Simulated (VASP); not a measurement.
# SbW2 (Fm-3m) in VASP: notebook

The runs below take SbW2 through relaxation of cell and atoms, with PBE.

Everything below comes from runs of VASP 6.6.1. Logs are shortened: lines on timing, memory, paths and dates and some standing lists are left out, and cuts for length are marked.

## Step 1: The structure

It takes space group Fm-3m (No. 225, cubic). The conventional cell has a = 6.266 Å, b = 6.266 Å, c = 6.266 Å, α = 90.00°, β = 90.00°, γ = 90.00°. Sb (site symmetry m-3m) has 8 W at 2.71 Å as nearest neighbours. Around W (site symmetry -43m) lie 4 Sb at 2.71 Å.

The cell was built by a generator and needn't be a form met in nature.

## Step 2: Relaxation of cell and atoms, PBE

File INCAR:

```
SYSTEM = SbW2
ALGO     = Normal         ! electronic algorithm
EDIFF    = 1E-7           ! SCF threshold, eV
EDIFFG   = -0.02          ! ionic threshold
ENCUT    = 600            ! plane-wave cutoff, eV
GGA      = PE             ! functional
IBRION   = 2              ! ionic algorithm
ISIF     = 3              ! what is computed and relaxed
ISMEAR   = -1             ! smearing method
LASPH    = .TRUE.         ! aspherical terms in the spheres
LCHARG   = .FALSE.        ! write CHGCAR
LREAL    = .FALSE.        ! projectors in reciprocal space
LWAVE    = .FALSE.        ! write WAVECAR
NELM     = 60             ! most SCF steps
NSW      = 60             ! ionic steps
PREC     = Accurate       ! precision mode
PSTRESS  = 0            
SIGMA    = 0.05           ! smearing width, eV
```

File KPOINTS:

```
k-points
0
G
  7 7 7
  0 0 0
```

File POSCAR:

```
SbW2
1.0
    0.0000000000      3.1330100000      3.1330100000
    3.1330100000      0.0000000000      3.1330100000
    3.1330100000      3.1330100000      0.0000000000
Sb W
1 2
Direct
    0.5000000000      0.5000000000      0.5000000000
    0.2500000000      0.2500000000      0.2500000000
    0.7500000000      0.7500000000      0.7500000000
```

Potentials or basis: VASP PAW PBE potentials, release 64 (Sb, W_sv).

On the command line:

```console
> cat potpaw_PBE.64/Sb/POTCAR potpaw_PBE.64/W_sv/POTCAR > POTCAR
> mpirun -np 1 vasp_std > vasp.out
```

OUTCAR:

```text
SYSTEM = SbW2
   EDIFF = 1E-7
   EDIFFG = -0.02
   ENCUT = 600
   GGA = PE
   IBRION = 2
   ISIF = 3
   ISMEAR = -1
   LASPH = .TRUE.
   LREAL = .FALSE.
   NELM = 60
   NSW = 60
   PREC = Accurate
   PSTRESS = 0

 ion  position               nearest neighbor table
   1  0.500  0.500  0.500-   2 2.71   2 2.71   2 2.71   3 2.71   3 2.71   3 2.71   3 2.71   2 2.71

   2  0.250  0.250  0.250-   1 2.71   1 2.71   1 2.71   1 2.71   3 3.13   3 3.13   3 3.13   3 3.13
                             3 3.13   3 3.13
   3  0.750  0.750  0.750-   1 2.71   1 2.71   1 2.71   1 2.71   2 3.13   2 3.13   2 3.13   2 3.13
                             2 3.13   2 3.13

  LATTYP: Found a face centered cubic cell.
 ALAT       =     6.2660200000

  Lattice vectors:

 A1 = (   0.0000000000,   3.1330100000,   3.1330100000)
 A2 = (   3.1330100000,   0.0000000000,   3.1330100000)
 A3 = (   3.1330100000,   3.1330100000,   0.0000000000)

Analysis of symmetry for initial positions (statically):
=====================================================================
 Subroutine PRICEL returns:
 Original cell was already a primitive cell.

 Routine SETGRP: Setting up the symmetry group for a
 face centered cubic supercell.

 Subroutine GETGRP returns: Found 48 space group operations
 (whereof 48 operations were pure point group operations)
 out of a pool of 48 trial point group operations.

The static configuration has the point symmetry O_h .

Analysis of symmetry for dynamics (positions and initial velocities):
=====================================================================
 Subroutine PRICEL returns:
 Original cell was already a primitive cell.

 Routine SETGRP: Setting up the symmetry group for a
 face centered cubic supercell.

 Subroutine GETGRP returns: Found 48 space group operations
 (whereof 48 operations were pure point group operations)
 out of a pool of 48 trial point group operations.

The dynamic configuration has the point symmetry O_h .

 Subroutine INISYM returns: Found 48 space group operations
 (whereof 48 operations are pure point group operations),
 and found     1 'primitive' translations

----------------------------------------------------------------------------------------

                                     Primitive cell

  volume of cell :      61.5057

  direct lattice vectors                    reciprocal lattice vectors
     0.000000000  3.133010000  3.133010000    -0.159590937  0.159590937  0.159590937
[... 72 lines left out ...]
   NGXF,Y,Z  is equivalent  to a cutoff of  27.02, 27.02, 27.02 a.u.
 SYSTEM =  SbW2
   PREC   = accura    normal or accurate (medium, high low for compatibility)
   ISTART =      0    job   : 0-new  1-cont  2-samecut
   ICHARG =      2    charge: 1-file 2-atom 10-const
   ISPIN  =      1    spin polarized calculation?
   LNONCOLLINEAR =      F non collinear calculations
   LSORBIT =      F    spin-orbit coupling
   LASPH  =      T    aspherical Exc in radial PAW
   ENCUT  =  600.0 eV  44.10 Ry    6.64 a.u.   8.85  8.85  8.85*2*pi/ulx,y,z
   NELM   =     60;   NELMIN=  2; NELMDL= -5     # of ELM steps
   EDIFF  = 0.1E-06   stopping-criterion for ELM
   LREAL  =      F    real-space projection
   EDIFFG = -.2E-01   stopping-criterion for IOM
   NSW    =     60    number of steps for IOM
   IBRION =      2    ionic relax: 0-MD 1-quasi-New 2-CG
   NFREE  =      1    steps in history (QN), initial steepest desc. (CG)
   ISIF   =      3    stress and relaxation
   ISYM   =      2    0-nonsym 1-usesym 2-fastsym
   POTIM  = 0.5000    time-step for ionic-motion
   TEBEG  =    0.0;   TEEND  =   0.0 temperature during run
   PSTRESS=    0.0 pullay stress
   NELECT =      33.0000    total number of electrons
   NUPDOWN=      -1.0000    fix difference up-down
   EMIN   =  10.00;   EMAX   =-10.00  energy-range for DOS
   EFERMI =   0.00;   METHOD = LEGACY
   ISMEAR =    -1;   SIGMA  =   0.05  broadening in eV -4-tet -1-fermi 0-gaus
   EFERMI_NEDOS =   21; number of points for ismear=-14 and -15
   IALGO  =     38    algorithm
   IMIX   =      4    mixing-type and parameters
     AMIX     =   0.40;   BMIX     =  1.00
     AMIX_MAG =   1.60;   BMIX_MAG =  1.00
  volume/ion in A,a.u.               =      20.50       138.35
  Fermi-wavevector in a.u.,A,eV,Ry     =   1.330274  2.513853 24.077255  1.769628
  Thomas-Fermi vector in A             =   2.459373
   LORBIT       =      0    0 simple, 1 ext, 2 COOP (PROOUT), +10 PAW based schemes
   GGA     = PE    functional components
   LHFCALC =     F    Hartree Fock is set to
   AEXX    =    0.0000 exact exchange contribution
   IVDW    =     0    specifies the selected vdW correction
   LEPSILON=     F    determine dielectric tensor
   LRPA    =     F    only Hartree local field effects (RPA)
 conjugate gradient relaxation of ions
 non-spin polarized calculation
  energy-cutoff  :      600.00
  volume of cell :       61.51
 maximum number of plane-waves:      2085
   NGX = 17   NGY = 17   NGZ = 17

--------------------------------------- Ionic step        1  -------------------------------------------

 number of electron      33.0000001 magnetization

 Free energy of the ion-electron system (eV)
  ---------------------------------------------------
  ext. energy  EPLUGINS =         0.00000000
  ---------------------------------------------------
  free energy    TOTEN  =       -25.60028596 eV

  energy without entropy =      -25.56467094  energy(sigma->0) =      -25.58247845

------------------------ aborting loop because EDIFF is reached ----------------------------------------

  FORCE on cell =-STRESS in cart. coord.  units (eV):
  Direction    XX          YY          ZZ          XY          YZ          ZX
  --------------------------------------------------------------------------------------
  -------------------------------------------------------------------------------------
  Total        0.0888005      0.0888005      0.0888005      0.0000000      0.0000000      0.0000000
  in kB        2.3131862      2.3131862      2.3131862      0.0000000      0.0000000      0.0000000
  external PRESSURE =       2.3131862 kB  Pullay stress =       0.0000000 kB
[... 61 lines left out ...]
--------------------------------------- Ionic step        3  -------------------------------------------

 number of electron      33.0000001 magnetization

 Free energy of the ion-electron system (eV)
  ---------------------------------------------------
  ext. energy  EPLUGINS =         0.00000000
  ---------------------------------------------------
  free energy    TOTEN  =       -25.60034017 eV

  energy without entropy =      -25.56464270  energy(sigma->0) =      -25.58249143

 E-fermi :   9.3204     XC(G=0): -11.7428

 val. band max:        9.3018535358   @ k =  -0.4286   0.1429   0.0000
 cond. band min:       9.3286531594   @ k =   0.2857   0.2857   0.0000
 fundamental gap:      0.0267996237
 Fermi energy:         9.3203914846

 k-point     1 :       0.0000    0.0000    0.0000
  band No.  band energies     occupation
      1     -64.7540      2.00000
      2     -64.7241      2.00000
      3     -29.0544      2.00000
      4     -29.0544      2.00000
      5     -29.0544      2.00000
      6     -28.8681      2.00000
[... 479 lines left out ...]
  FREE ENERGIE OF THE ION-ELECTRON SYSTEM (eV)
  ---------------------------------------------------
  free  energy   TOTEN  =       -25.6003401670 eV

  energy  without entropy=      -25.5646427017  energy(sigma->0) =      -25.58249143

 reached required accuracy - stopping structural energy minimisation
```

Run time: 41 s. Hardware: 1 thread of Intel Xeon 6975P-C (Granite Rapids), shared host; peak memory 0.21 GiB.

Results:

* Free energy: -25.6003 eV
* Relaxed volume: 20.53 Å³/atom
* Relaxed cell: a = 4.433 Å, b = 4.433 Å, c = 4.433 Å, α = 60.00°, β = 60.00°, γ = 60.00°
* Space group after relaxing (to 0.05 Å): Fm-3m (No. 225)
* Energy gained by relaxing: 0.0 meV/atom
* Ionic steps: 3
* Pressure after relaxing: 0.0 GPa

Final structure:
```
CELL_PARAMETERS angstrom
0.00000 3.13433 3.13433
3.13433 0.00000 3.13433
3.13433 3.13433 0.00000
ATOMIC_POSITIONS crystal
Sb 0.50000 0.50000 0.50000
W 0.25000 0.25000 0.25000
W 0.75000 0.75000 0.75000
```

Levels at points of the mesh, in eV from the Fermi level:
| k point | band 14 | band 15 | band 16 | band 17 | band 18 | band 19 | band 20 |
| --- | --- | --- | --- | --- | --- | --- | --- |
| (0.00, 0.00, 0.00) | -3.03 | 0.83 | 1.65 | 1.65 | 1.65 | 3.51 | 3.51 |

Caveat: the bands computed are all filled at some k points, so no gap is given.

## Step 3: Relaxation of cell and atoms, PBE, target pressure 2 GPa, at which the enthalpy is minimised

INCAR: that of step 2 with these lines changed.

```diff
@@ -16,3 +16,3 @@
 PREC     = Accurate       ! precision mode
-PSTRESS  = 0            
+PSTRESS  = 20           
 SIGMA    = 0.05           ! smearing width, eV
```

KPOINTS is that of step 2.

POSCAR is that of step 2.

Potentials or basis: VASP PAW PBE potentials, release 64 (Sb, W_sv).

On the command line:

```console
> cat potpaw_PBE.64/Sb/POTCAR potpaw_PBE.64/W_sv/POTCAR > POTCAR
> mpirun -np 1 vasp_std > vasp.out
```

OUTCAR:

```text
SYSTEM = SbW2
   EDIFF = 1E-7
   EDIFFG = -0.02
   ENCUT = 600
   GGA = PE
   IBRION = 2
   ISIF = 3
   ISMEAR = -1
   LASPH = .TRUE.
   LREAL = .FALSE.
   NELM = 60
   NSW = 60
   PREC = Accurate
   PSTRESS = 20

 ion  position               nearest neighbor table
   1  0.500  0.500  0.500-   2 2.71   2 2.71   2 2.71   3 2.71   3 2.71   3 2.71   3 2.71   2 2.71

   2  0.250  0.250  0.250-   1 2.71   1 2.71   1 2.71   1 2.71   3 3.13   3 3.13   3 3.13   3 3.13
                             3 3.13   3 3.13
   3  0.750  0.750  0.750-   1 2.71   1 2.71   1 2.71   1 2.71   2 3.13   2 3.13   2 3.13   2 3.13
                             2 3.13   2 3.13

  LATTYP: Found a face centered cubic cell.
 ALAT       =     6.2660200000

  Lattice vectors:

 A1 = (   0.0000000000,   3.1330100000,   3.1330100000)
 A2 = (   3.1330100000,   0.0000000000,   3.1330100000)
 A3 = (   3.1330100000,   3.1330100000,   0.0000000000)

Analysis of symmetry for initial positions (statically):
=====================================================================
 Subroutine PRICEL returns:
 Original cell was already a primitive cell.

 Routine SETGRP: Setting up the symmetry group for a
 face centered cubic supercell.

 Subroutine GETGRP returns: Found 48 space group operations
 (whereof 48 operations were pure point group operations)
 out of a pool of 48 trial point group operations.

The static configuration has the point symmetry O_h .

Analysis of symmetry for dynamics (positions and initial velocities):
=====================================================================
 Subroutine PRICEL returns:
 Original cell was already a primitive cell.

 Routine SETGRP: Setting up the symmetry group for a
 face centered cubic supercell.

 Subroutine GETGRP returns: Found 48 space group operations
 (whereof 48 operations were pure point group operations)
 out of a pool of 48 trial point group operations.

The dynamic configuration has the point symmetry O_h .

 Subroutine INISYM returns: Found 48 space group operations
 (whereof 48 operations are pure point group operations),
[... 100 lines left out ...]
   ISYM   =      2    0-nonsym 1-usesym 2-fastsym
   POTIM  = 0.5000    time-step for ionic-motion
   TEBEG  =    0.0;   TEEND  =   0.0 temperature during run
   PSTRESS=   20.0 pullay stress
   NELECT =      33.0000    total number of electrons
   NUPDOWN=      -1.0000    fix difference up-down
   EMIN   =  10.00;   EMAX   =-10.00  energy-range for DOS
   EFERMI =   0.00;   METHOD = LEGACY
   ISMEAR =    -1;   SIGMA  =   0.05  broadening in eV -4-tet -1-fermi 0-gaus
   EFERMI_NEDOS =   21; number of points for ismear=-14 and -15
   IALGO  =     38    algorithm
   IMIX   =      4    mixing-type and parameters
     AMIX     =   0.40;   BMIX     =  1.00
     AMIX_MAG =   1.60;   BMIX_MAG =  1.00
  volume/ion in A,a.u.               =      20.50       138.35
  Fermi-wavevector in a.u.,A,eV,Ry     =   1.330274  2.513853 24.077255  1.769628
  Thomas-Fermi vector in A             =   2.459373
   LORBIT       =      0    0 simple, 1 ext, 2 COOP (PROOUT), +10 PAW based schemes
   GGA     = PE    functional components
   LHFCALC =     F    Hartree Fock is set to
   AEXX    =    0.0000 exact exchange contribution
   IVDW    =     0    specifies the selected vdW correction
   LEPSILON=     F    determine dielectric tensor
   LRPA    =     F    only Hartree local field effects (RPA)
 conjugate gradient relaxation of ions
 non-spin polarized calculation
  energy-cutoff  :      600.00
  volume of cell :       61.51
 maximum number of plane-waves:      2085
   NGX = 17   NGY = 17   NGZ = 17

--------------------------------------- Ionic step        1  -------------------------------------------

 number of electron      33.0000001 magnetization

 Free energy of the ion-electron system (eV)
  ---------------------------------------------------
  ext. energy  EPLUGINS =         0.00000000
  ---------------------------------------------------
  free energy    TOTEN  =       -25.60028596 eV

  energy without entropy =      -25.56467094  energy(sigma->0) =      -25.58247845

------------------------ aborting loop because EDIFF is reached ----------------------------------------

  FORCE on cell =-STRESS in cart. coord.  units (eV):
  Direction    XX          YY          ZZ          XY          YZ          ZX
  --------------------------------------------------------------------------------------
  -------------------------------------------------------------------------------------
  Total        0.0888005      0.0888005      0.0888005      0.0000000      0.0000000      0.0000000
  in kB        2.3131862      2.3131862      2.3131862      0.0000000      0.0000000      0.0000000
  external PRESSURE =     -17.6868138 kB  Pullay stress =      20.0000000 kB
[... 65 lines left out ...]
--------------------------------------- Ionic step        3  -------------------------------------------

 number of electron      33.0000000 magnetization

 Free energy of the ion-electron system (eV)
  ---------------------------------------------------
  ext. energy  EPLUGINS =         0.00000000
  ---------------------------------------------------
  free energy    TOTEN  =       -25.59609851 eV

  energy without entropy =      -25.56112798  energy(sigma->0) =      -25.57861324

 E-fermi :   9.4633     XC(G=0): -11.7995

 val. band max:        9.4429661442   @ k =  -0.4286   0.1429   0.0000
 cond. band min:       9.4723395157   @ k =   0.2857   0.2857   0.0000
 fundamental gap:      0.0293733715
 Fermi energy:         9.4632966295

 k-point     1 :       0.0000    0.0000    0.0000
  band No.  band energies     occupation
      1     -64.5921      2.00000
      2     -64.5605      2.00000
      3     -28.9019      2.00000
      4     -28.9019      2.00000
      5     -28.9019      2.00000
      6     -28.7079      2.00000
[... 483 lines left out ...]
  energy  without entropy=      -25.5611279754  energy(sigma->0) =      -25.57861324

  enthalpy is  TOTEN    =       -24.8359681167 eV   P V=        0.7601303933

 reached required accuracy - stopping structural energy minimisation
```

OSZICAR:

```text
N       E                     dE             d eps       ncg     rms          rms(c)
DAV:   1     0.373506707601E+03    0.37351E+03   -0.20451E+04   832   0.186E+03
[... 29 lines left out ...]
DAV:   4    -0.255967790996E+02    0.79461E-03   -0.19175E-02   928   0.741E-01    0.147E-01
DAV:   5    -0.255961632913E+02    0.61581E-03   -0.20059E-03   868   0.337E-01    0.887E-02
DAV:   6    -0.255961165778E+02    0.46713E-04   -0.23039E-04  1064   0.882E-02    0.226E-02
DAV:   7    -0.255960982316E+02    0.18346E-04   -0.94384E-05   900   0.572E-02    0.126E-02
DAV:   8    -0.255960982955E+02   -0.63905E-07   -0.27295E-06  1028   0.114E-02    0.492E-03
DAV:   9    -0.255960985031E+02   -0.20765E-06   -0.69988E-08   496   0.186E-03    0.436E-04
DAV:  10    -0.255960985100E+02   -0.68808E-08   -0.81795E-08   416   0.174E-03
   3 F= -.24835968E+02 E0= -.24818483E+02  d E =-.345855E-02
```

CONTCAR:

```text
SbW2
   1.00000000000000
     0.0000000000000000    3.1225751292775419    3.1225751292775419
     3.1225751292775419    0.0000000000000000    3.1225751292775419
     3.1225751292775419    3.1225751292775419   -0.0000000000000000
  Sb              W
     1     2
Direct
     0.5000000000000000    0.5000000000000000    0.5000000000000000
     0.2500000000000000    0.2500000000000000    0.2500000000000000
     0.7500000000000000    0.7500000000000000    0.7500000000000000

  0.00000000E+00  0.00000000E+00  0.00000000E+00
  0.00000000E+00  0.00000000E+00  0.00000000E+00
  0.00000000E+00  0.00000000E+00  0.00000000E+00
```

It took 38 s on 1 thread of Intel Xeon 6975P-C (Granite Rapids), shared host; peak memory 0.22 GiB.

What came out:

```yaml
Free_energy: -25.5961 eV
Relaxed_volume: 20.30 Å³/atom
Relaxed_cell: a = 4.416 Å, b = 4.416 Å, c = 4.416 Å, α = 60.00°, β = 60.00°, γ = 60.00°
Space_group_after_relaxing_to_0.05_Å: Fm-3m (No. 225)
Energy_change_on_relaxing_the_enthalpy_is_what_falls: +1.4 meV/atom
Ionic_steps: 3
Pressure_after_relaxing: 2.0 GPa
```

The path:
| step | energy change (eV) | largest force (eV/Å) | pressure (GPa) | volume (Å³) |
| --- | --- | --- | --- | --- |
| 1 | 0.0000 | 0.0000 | 0.23 | 61.51 |
| 2 | 0.0397 | 0.0000 | 6.35 | 59.51 |
| 3 | 0.0042 | 0.0000 | 1.99 | 60.89 |

Final structure:
```xyz
3
Lattice="0.0000 3.1226 3.1226 3.1226 0.0000 3.1226 3.1226 3.1226 0.0000" Properties=species:S:1:pos:R:3 pbc="T T T"
Sb    3.1226    3.1226    3.1226
W     1.5613    1.5613    1.5613
W     4.6839    4.6839    4.6839
```

Levels at points of the mesh, in eV from the Fermi level:
| k point | band 15 | band 16 | band 17 | band 18 | band 19 | band 20 |
| --- | --- | --- | --- | --- | --- | --- |
| (0.00, 0.00, 0.00) | 0.87 | 1.68 | 1.68 | 1.68 | 3.57 | 3.57 |

Caveat: the cell is relaxed towards a set pressure, so the enthalpy falls and the energy may rise; the bands computed are all filled at some k points, so no gap is given.
